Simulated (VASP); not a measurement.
# MoPt in VASP: notebook

One sheet, MoPt, is run at these levels: PBEsol, PBE+D4, PBE+dDsC; tasks: relaxation of the atoms.

All numbers are computed with VASP 6.6.1; they aren't measurements. Logs are shortened: lines on timing, memory, paths and dates and some standing lists are left out, and cuts for length are marked.

## (1) The structure

The cell holds a sheet with vacuum, 2 atoms: a = 3.551 Å, b = 3.551 Å, c = 23.800 Å, α = 90.00°, β = 90.00°, γ = 90.00°.

The cell was built by a generator and needn't be a form met in nature.

## (2) Relaxation of the atoms, PBEsol

File INCAR:

```
SYSTEM = MoPt
ALGO     = Fast           ! electronic algorithm
DIPOL    = 0.5 0.5 0.294
EDIFF    = 1E-6           ! SCF threshold, eV
EDIFFG   = -0.01          ! ionic threshold
ENCUT    = 520            ! plane-wave cutoff, eV
GGA      = PS             ! functional
IBRION   = 2              ! ionic algorithm
IDIPOL   = 3            
ISIF     = 2              ! what is computed and relaxed
ISMEAR   = 0              ! smearing method
LASPH    = .True.         ! aspherical terms in the spheres
LCHARG   = .False.        ! write CHGCAR
LDIPOL   = .True.       
LREAL    = .False.        ! projectors in reciprocal space
LWAVE    = .False.        ! write WAVECAR
NELM     = 60             ! most SCF steps
NSW      = 40             ! ionic steps
PREC     = Accurate       ! precision mode
SIGMA    = 0.05           ! smearing width, eV
```

File KPOINTS:

```
k-points
0
Gamma
  8 8 1
  0 0 0
```

File POSCAR:

```
MoPt
1.0
    3.5513000000      0.0000000000      0.0000000000
    0.0000000000      3.5513000000      0.0000000000
    0.0000000000      0.0000000000     23.8000000000
Mo Pt
1 1
Selective dynamics
Direct
    0.5000000000      0.5000000000      0.2941200000  F F F
    0.0000000000      0.0000000000      0.2941200000  T T T
```

Potentials or basis: VASP PAW PBE potentials, release 64 (Mo_sv, Pt).

Run with:

```bash
$ cat potpaw_PBE.64/Mo_sv/POTCAR potpaw_PBE.64/Pt/POTCAR > POTCAR
$ mpirun -np 1 vasp_std > vasp.out
```

OUTCAR:

```text
SYSTEM = MoPt
   EDIFF = 1E-6
   EDIFFG = -0.01
   ENCUT = 520
   GGA = PS
   IBRION = 2
   ISIF = 2
   ISMEAR = 0
   LASPH = .True.
   LREAL = .False.
   NELM = 60
   NSW = 40
   PREC = Accurate

 ion  position               nearest neighbor table
   1  0.500  0.500  0.294-   2 2.51   2 2.51   2 2.51   2 2.51
   2  0.000  0.000  0.294-   1 2.51   1 2.51   1 2.51   1 2.51

  LATTYP: Found a simple tetragonal cell.
 ALAT       =     3.5513000000
 C/A-ratio  =     6.7017711824

  Lattice vectors:

 A1 = (   3.5513000000,   0.0000000000,   0.0000000000)
 A2 = (   0.0000000000,   3.5513000000,   0.0000000000)
 A3 = (   0.0000000000,   0.0000000000,  23.8000000000)

Analysis of symmetry for initial positions (statically):
=====================================================================
 Subroutine PRICEL returns:
 Original cell was already a primitive cell.

 Routine SETGRP: Setting up the symmetry group for a
 simple tetragonal supercell.

 Subroutine GETGRP returns: Found 16 space group operations
 (whereof  8 operations were pure point group operations)
 out of a pool of 16 trial point group operations.

The static configuration has the point symmetry C_4v.
 The point group associated with its full space group is D_4h.

Analysis of symmetry for dynamics (positions and initial velocities):
=====================================================================
 Subroutine PRICEL returns:
 Original cell was already a primitive cell.

 Routine SETGRP: Setting up the symmetry group for a
 simple tetragonal supercell.

 Subroutine GETGRP returns: Found 16 space group operations
 (whereof  8 operations were pure point group operations)
 out of a pool of 16 trial point group operations.

The dynamic configuration has the point symmetry C_4v.
 The point group associated with its full space group is D_4h.

Analysis of constrained symmetry for selective dynamics:
=====================================================================
 Subroutine PRICEL returns:
 Original cell was already a primitive cell.

 Routine SETGRP: Setting up the symmetry group for a
 simple tetragonal supercell.

 Subroutine GETGRP returns: Found 16 space group operations
 (whereof  8 operations were pure point group operations)
 out of a pool of 16 trial point group operations.

The constrained configuration has the point symmetry C_4v.
 The point group associated with its full space group is D_4h.

 Subroutine INISYM returns: Found 16 space group operations
 (whereof  8 operations are pure point group operations),
 and found     1 'primitive' translations

----------------------------------------------------------------------------------------

                                     Primitive cell

  volume of cell :     300.1592

  direct lattice vectors                    reciprocal lattice vectors
     3.551300000  0.000000000  0.000000000     0.281587024  0.000000000  0.000000000
     0.000000000  3.551300000  0.000000000     0.000000000  0.281587024  0.000000000
     0.000000000  0.000000000 23.800000000     0.000000000  0.000000000  0.042016807

  length of vectors
     3.551300000  3.551300000 23.800000000     0.281587024  0.281587024  0.042016807

  position of ions in fractional coordinates (direct lattice)
     0.500000000  0.500000000  0.294120000
     0.000000000  0.000000000  0.294120000

  ion indices of the primitive-cell ions
   primitive index   ion index
                 1           1
                 2           2

----------------------------------------------------------------------------------------

 KPOINTS: k-points

Automatic generation of k-mesh.
 Grid dimensions read from file:
 generate k-points for:    8    8    1

 Generating k-lattice:

  Cartesian coordinates                     Fractional coordinates (reciprocal lattice)
     0.035198378  0.000000000  0.000000000     0.125000000  0.000000000  0.000000000
     0.000000000  0.035198378  0.000000000     0.000000000  0.125000000  0.000000000
     0.000000000  0.000000000  0.042016807     0.000000000  0.000000000  1.000000000

  Length of vectors
     0.035198378  0.035198378  0.042016807

  Shift w.r.t. Gamma in fractional coordinates (k-lattice)
     0.000000000  0.000000000  0.000000000

 Subroutine IBZKPT returns following result:
 ===========================================

 Found     15 irreducible k-points:

 Following reciprocal coordinates:
            Coordinates               Weight
  0.000000  0.000000  0.000000      1.000000
  0.125000  0.000000  0.000000      4.000000
  0.250000  0.000000  0.000000      4.000000
  0.375000  0.000000  0.000000      4.000000
  0.500000  0.000000  0.000000      2.000000
  0.125000  0.125000  0.000000      4.000000
  0.250000  0.125000  0.000000      8.000000
  0.375000  0.125000  0.000000      8.000000
  0.500000  0.125000  0.000000      4.000000
  0.250000  0.250000  0.000000      4.000000
  0.375000  0.250000  0.000000      8.000000
  0.500000  0.250000  0.000000      4.000000
  0.375000  0.375000  0.000000      4.000000
  0.500000  0.375000  0.000000      4.000000
  0.500000  0.500000  0.000000      1.000000
   k-points           NKPTS =     15   k-points in BZ     NKDIM =     15   number of bands    NBANDS=     16
   number of dos      NEDOS =    301   number of ions     NIONS =      2
   total plane-waves  NPLWV = 141120
   dimension x,y,z NGX =    28 NGY =   28 NGZ =  180
   dimension x,y,z NGXF=    56 NGYF=   56 NGZF=  360
   ions per type =               1   1
   NGX,Y,Z   is equivalent  to a cutoff of  13.11, 13.11, 12.57 a.u.
   NGXF,Y,Z  is equivalent  to a cutoff of  26.22, 26.22, 25.15 a.u.
 SYSTEM =  MoPt
   PREC   = accura    normal or accurate (medium, high low for compatibility)
   ISTART =      0    job   : 0-new  1-cont  2-samecut
   ICHARG =      2    charge: 1-file 2-atom 10-const
   ISPIN  =      1    spin polarized calculation?
   LNONCOLLINEAR =      F non collinear calculations
   LSORBIT =      F    spin-orbit coupling
   LASPH  =      T    aspherical Exc in radial PAW
   ENCUT  =  520.0 eV  38.22 Ry    6.18 a.u.   6.60  6.60 44.25*2*pi/ulx,y,z
   NELM   =     60;   NELMIN=  2; NELMDL= -5     # of ELM steps
   EDIFF  = 0.1E-05   stopping-criterion for ELM
   LREAL  =      F    real-space projection
   EDIFFG = -.1E-01   stopping-criterion for IOM
   NSW    =     40    number of steps for IOM
   IBRION =      2    ionic relax: 0-MD 1-quasi-New 2-CG
   NFREE  =      1    steps in history (QN), initial steepest desc. (CG)
   ISIF   =      2    stress and relaxation
   ISYM   =      2    0-nonsym 1-usesym 2-fastsym
   POTIM  = 0.5000    time-step for ionic-motion
   TEBEG  =    0.0;   TEEND  =   0.0 temperature during run
   PSTRESS=    0.0 pullay stress
   NELECT =      24.0000    total number of electrons
   NUPDOWN=      -1.0000    fix difference up-down
   EMIN   =  10.00;   EMAX   =-10.00  energy-range for DOS
   EFERMI =   0.00;   METHOD = LEGACY
   ISMEAR =     0;   SIGMA  =   0.05  broadening in eV -4-tet -1-fermi 0-gaus
   EFERMI_NEDOS =   21; number of points for ismear=-14 and -15
   IALGO  =     68    algorithm
   IMIX   =      4    mixing-type and parameters
     AMIX     =   0.40;   BMIX     =  1.00
     AMIX_MAG =   1.60;   BMIX_MAG =  1.00
  volume/ion in A,a.u.               =     150.08      1012.79
  Fermi-wavevector in a.u.,A,eV,Ry     =   0.705280  1.332785  6.767802  0.497419
  Thomas-Fermi vector in A             =   1.790748
   LORBIT       =      0    0 simple, 1 ext, 2 COOP (PROOUT), +10 PAW based schemes
   GGA     = PS    functional components
   LHFCALC =     F    Hartree Fock is set to
   AEXX    =    0.0000 exact exchange contribution
   IVDW    =     0    specifies the selected vdW correction
   LEPSILON=     F    determine dielectric tensor
   LRPA    =     F    only Hartree local field effects (RPA)
 conjugate gradient relaxation of ions
 non-spin polarized calculation
 RMM-DIIS sequential band-by-band and
 Gauss-broadening in eV      SIGMA  =   0.05
  energy-cutoff  :      520.00
  volume of cell :      300.16
 maximum number of plane-waves:      8125
 NGX is ok and might be reduce to    28
   NGX = 13   NGY = 13   NGZ = 89

 dipolmoment           0.000000      0.000000     -0.000022 electrons x Angstroem

 number of electron      24.0000004 magnetization

 dipolmoment           0.000000      0.000000      0.000001 electrons x Angstroem

 Free energy of the ion-electron system (eV)
  ---------------------------------------------------
  ext. energy  EPLUGINS =         0.00000000
  ---------------------------------------------------
  free energy    TOTEN  =       -14.40000575 eV

  energy without entropy =      -14.39428574  energy(sigma->0) =      -14.39714574

 E-fermi :  -3.3116     XC(G=0):  -2.1647

 val. band max:       -3.3416352568   @ k =   0.5000   0.0000   0.0000
 cond. band min:      -3.3023000596   @ k =   0.5000   0.2500   0.0000
 fundamental gap:      0.0393351972
 Fermi energy:        -3.3116462302

 k-point     1 :       0.0000    0.0000    0.0000
  band No.  band energies     occupation
      1     -64.6196      2.00000
      2     -38.7146      2.00000
      3     -38.7146      2.00000
      4     -38.7038      2.00000
      5     -10.2307      2.00000
      6      -9.7672      2.00000
[... 8 lines left out ...]
     15      -1.1598      0.00000
     16       1.5159      0.00000

 k-point     2 :       0.1250    0.0000    0.0000
  band No.  band energies     occupation
      1     -64.6184      2.00000
      2     -38.7304      2.00000
      3     -38.7196      2.00000
      4     -38.7033      2.00000
      5      -9.9308      2.00000
      6      -9.5449      2.00000
[... 8 lines left out ...]
     15      -1.4641      0.00000
     16       0.1065      0.00000
[... 216 lines left out ...]
      5      -8.4426      2.00000
      6      -8.2592      2.00000
[... 8 lines left out ...]
     15      -1.7867      0.00000
     16      -1.2057      0.00000

 k-point    15 :       0.5000    0.5000    0.0000
  band No.  band energies     occupation
      1     -64.6125      2.00000
      2     -38.7724      2.00000
      3     -38.7724      2.00000
      4     -38.6928      2.00000
      5      -8.5900      2.00000
      6      -8.4309      2.00000
[... 8 lines left out ...]
     15      -1.6878      0.00000
     16      -1.6878      0.00000

------------------------ aborting loop because EDIFF is reached ----------------------------------------

 vacuum level on the upper side and lower side of the slab       (xc-potential included)        -0.006        -0.006

  FORCE on cell =-STRESS in cart. coord.  units (eV):
  Direction    XX          YY          ZZ          XY          YZ          ZX
  --------------------------------------------------------------------------------------
  -------------------------------------------------------------------------------------
  Total       -2.6541314     -2.6541314     -0.0191411      0.0000000      0.0000000      0.0000000
  in kB      -14.1671118    -14.1671118     -0.1021705      0.0000000      0.0000000      0.0000000
  external PRESSURE =      -9.4787981 kB  Pullay stress =       0.0000000 kB

 VOLUME and BASIS-vectors are now :
 -----------------------------------------------------------------------------
  energy-cutoff  :      520.00
  volume of cell :      300.16
      direct lattice vectors                 reciprocal lattice vectors
     3.551300000  0.000000000  0.000000000     0.281587024  0.000000000  0.000000000
     0.000000000  3.551300000  0.000000000     0.000000000  0.281587024  0.000000000
     0.000000000  0.000000000 23.800000000     0.000000000  0.000000000  0.042016807

 POSITION                                       TOTAL-FORCE (eV/Angst)
 -----------------------------------------------------------------------------------
      1.77565      1.77565      7.00006         0.000000      0.000000     -0.000000
      0.00000      0.00000      7.00006        -0.000000     -0.000000      0.000000
 -----------------------------------------------------------------------------------
    total drift:                                0.000000      0.000000      0.000047

  FREE ENERGIE OF THE ION-ELECTRON SYSTEM (eV)
  ---------------------------------------------------
  free  energy   TOTEN  =       -14.4000057475 eV

  energy  without entropy=      -14.3942857396  energy(sigma->0) =      -14.39714574

 reached required accuracy - stopping structural energy minimisation

 vacuum level on the upper side and lower side of the slab         1.798         1.800
```

Run time: 97 s. Hardware: 1 thread of Intel Xeon Platinum 8488C (Sapphire Rapids), shared host; peak memory 0.4 GiB.

What came out:

- Free energy: -14.4000 eV
- Band gap on the k mesh: none (metal or under the smearing width)

Final structure:
```yaml
crystal:
  lattice:
    - [3.55130, 0.00000, 0.00000]
    - [0.00000, 3.55130, 0.00000]
    - [0.00000, 0.00000, 23.80000]
  atoms:
    - { symbol: Mo, position: [0.50000, 0.50000, 0.29412] }
    - { symbol: Pt, position: [0.00000, 0.00000, 0.29412] }
```

Caveat: the relaxation stopped at its first step, so nothing moved; the PAW data sets were made with another functional, which shifts forces and pressure a little.

## (3) Relaxation of the atoms, PBE+D4

File INCAR:

```
SYSTEM = MoPt
PREC = Accurate
ENCUT = 520
EDIFF = 1E-6
ISMEAR = 0
SIGMA = 0.05
LREAL = .FALSE.
LASPH = .TRUE.
NELM = 80
ALGO = Normal
ISIF = 2
LWAVE = .FALSE.
LCHARG = .FALSE.
LDIPOL = .TRUE.
IDIPOL = 3
DIPOL = 0.5 0.5 0.294
GGA = PE
IVDW = 13
IBRION = 2
NSW = 40
EDIFFG = -0.01
```

File KPOINTS:

```
regular mesh
0
G
  8 8 1
  0 0 0
```

POSCAR is that of step 2.

Potentials or basis: VASP PAW PBE potentials, release 64 (Mo_sv, Pt).

Run with:

```bash
$ cat potpaw_PBE.64/Mo_sv/POTCAR potpaw_PBE.64/Pt/POTCAR > POTCAR
$ mpirun -np 1 vasp_std > vasp.out
```

OUTCAR:

```text
SYSTEM = MoPt
   PREC = Accurate
   ENCUT = 520
   EDIFF = 1E-6
   ISMEAR = 0
   LREAL = .FALSE.
   LASPH = .TRUE.
   NELM = 80
   ISIF = 2
   GGA = PE
   IVDW = 13
   IBRION = 2
   NSW = 40
   EDIFFG = -0.01

 ion  position               nearest neighbor table
   1  0.500  0.500  0.294-   2 2.51   2 2.51   2 2.51   2 2.51
   2  0.000  0.000  0.294-   1 2.51   1 2.51   1 2.51   1 2.51

  LATTYP: Found a simple tetragonal cell.
 ALAT       =     3.5513000000
 C/A-ratio  =     6.7017711824

[... 490 lines left out ...]
  DFT-D4 for vdW energy calculation

  Edisp (eV):   -0.50906

  FORCE on cell =-STRESS in cart. coord.  units (eV):
  Direction    XX          YY          ZZ          XY          YZ          ZX
  --------------------------------------------------------------------------------------
  -------------------------------------------------------------------------------------
  Total      -1.33992    -1.33992    -0.01951     0.00000     0.00000     0.00000
  in kB      -7.15216    -7.15216    -0.10416     0.00000     0.00000     0.00000
  external pressure =       -4.80 kB  Pullay stress =        0.00 kB

 VOLUME and BASIS-vectors are now :
 -----------------------------------------------------------------------------
  energy-cutoff  :      520.00
  volume of cell :      300.16
      direct lattice vectors                 reciprocal lattice vectors
     3.551300000  0.000000000  0.000000000     0.281587024  0.000000000  0.000000000
     0.000000000  3.551300000  0.000000000     0.000000000  0.281587024  0.000000000
     0.000000000  0.000000000 23.800000000     0.000000000  0.000000000  0.042016807

 POSITION                                       TOTAL-FORCE (eV/Angst)
 -----------------------------------------------------------------------------------
      1.77565      1.77565      7.00006         0.000000     -0.000000     -0.000000
      0.00000      0.00000      7.00006        -0.000000      0.000000      0.000000
 -----------------------------------------------------------------------------------
    total drift:                                0.000000      0.000000      0.000056

  FREE ENERGIE OF THE ION-ELECTRON SYSTEM (eV)
  ---------------------------------------------------
  free  energy   TOTEN  =       -13.7191822278 eV

  energy  without entropy=      -13.7140469868  energy(sigma->0) =      -13.71661461

 reached required accuracy - stopping structural energy minimisation

 vacuum level on the upper side and lower side of the slab         1.815         1.815
```

It took 2.5 min on 1 thread of Intel Xeon Platinum 8488C (Sapphire Rapids), shared host; peak memory 0.4 GiB.

What came out:

| Item | Value |
| --- | --- |
| Free energy | -13.7192 eV |
| Band gap on the k mesh | none (metal or under the smearing width) |
| Dispersion energy per atom | -0.255 eV |

Final structure:
```
Mo Pt
1.0
     3.55130    0.00000    0.00000
     0.00000    3.55130    0.00000
     0.00000    0.00000   23.80000
Mo Pt
1 1
Cartesian
  1.7756 1.7756 7.0001
  0.0000 0.0000 7.0001
```

Levels at points of the mesh, in eV from the Fermi level:
| k point | band 8 | band 9 | band 10 | band 11 | band 12 | band 13 | band 14 | band 15 |
| --- | --- | --- | --- | --- | --- | --- | --- | --- |
| (0.00, 0.00, 0.00) | -3.44 | -3.44 | -3.05 | 0.41 | 0.57 | 1.03 | 1.03 | 2.15 |
| (0.50, 0.00, 0.00) | -2.88 | -2.81 | -2.66 | -1.62 | -1.57 | -1.23 | -0.27 | -0.03 |
| (0.50, 0.50, 0.00) | -4.46 | -2.70 | -1.97 | 0.31 | 0.81 | 1.25 | 1.25 | 1.66 |

Caveat: the relaxation stopped at its first step, so nothing moved. Spin-orbit coupling is left out, which matters for the levels of Pt.

## (4) Relaxation of the atoms, PBE+dDsC, spin-orbit coupling, no magnetisation

File INCAR:

```
SYSTEM = MoPt
  ALGO = Normal
  DIPOL = 0.5 0.5 0.294
  EDIFF = 1E-6
  EDIFFG = -0.01
  ENCUT = 520
  GGA = PE
  GGA_COMPAT = .FALSE.
  IBRION = 2
  IDIPOL = 3
  ISIF = 2
  ISMEAR = 0
  IVDW = 4
  LASPH = .TRUE.
  LCHARG = .FALSE.
  LDIPOL = .TRUE.
  LMAXMIX = 4
  LORBIT = 11
  LREAL = .FALSE.
  LSORBIT = .TRUE.
  LWAVE = .FALSE.
  MAGMOM = 0 0 0 0 0 0
  NELM = 80
  NSW = 40
  PREC = Accurate
  SIGMA = 0.1
```

File KPOINTS:

```
k-points
0
G
  5 5 1
  0 0 0
```

File POSCAR:

```
MoPt
1.0
    3.5513000000      0.0000000000      0.0000000000
    0.0000000000      3.5513000000      0.0000000000
    0.0000000000      0.0000000000     23.8000000000
Mo Pt
1 1
Direct
    0.5000000000      0.5000000000      0.2941200000
    0.0000000000      0.0000000000      0.2941200000
```

Run with:

```bash
$ cat potpaw_PBE.64/Mo_sv/POTCAR potpaw_PBE.64/Pt/POTCAR > POTCAR
$ mpirun -np 1 vasp_ncl > vasp.out
```

It took 9.1 min on 1 thread of Intel Xeon Platinum 8488C (Sapphire Rapids), shared host; peak memory 0.91 GiB.

It converged, with:

```yaml
Free_energy: -14.0033 eV
Valence_electrons_inside_the_program's_atomic_spheres: Mo 12.31; Pt 9.40
Hirshfeld_charges: Mo +0.21; Pt -0.21 e
Dispersion_energy_per_atom: -0.149 eV
```

Final structure:
```xyz
2
Lattice="3.5513 0.0000 0.0000 0.0000 3.5513 0.0000 0.0000 0.0000 23.8000" Properties=species:S:1:pos:R:3 pbc="T T T"
Mo    1.7756    1.7756    7.0001
Pt    0.0000    0.0000    7.0001
```

Caveat: the relaxation stopped at its first step, so nothing moved.

## (5) The reference run

An earlier run on the cell as given: functional PBE; potentials or basis VASP PAW PBE potentials, release 64 (Mo_sv, Pt); cutoff 520 eV; k mesh 8 × 8 × 1; occupations fermi-dirac, width 0.05 eV; no spin polarisation.

* Band gap on the k mesh: none (metal or under the smearing width)

## (6) Summary

```csv
task,level,spin,cell,k mesh,smearing,atoms held fixed (from 0),gap on the mesh (eV)
relaxation of the atoms,PBEsol,off,atoms relaxed,8 × 8 × 1,gaussian 0.05 eV,[0],none
relaxation of the atoms,PBE+D4,off,atoms relaxed,8 × 8 × 1,gaussian 0.05 eV,[0],none
relaxation of the atoms,PBE+dDsC,"SOC, no magnetisation",atoms relaxed,5 × 5 × 1,gaussian 0.1 eV,-,-
single point,PBE,off,as given,8 × 8 × 1,fermi-dirac 0.05 eV,-,none
```

Alike in all rows: potentials or basis VASP PAW PBE potentials, release 64 (Mo_sv, Pt); cutoff (eV) 520.

Caveats: the relaxation stopped at its first step, so nothing moved (some runs); the PAW data sets were made with another functional, which shifts forces and pressure a little (some runs).

Absolute energies hang on the potentials; compare differences alone.
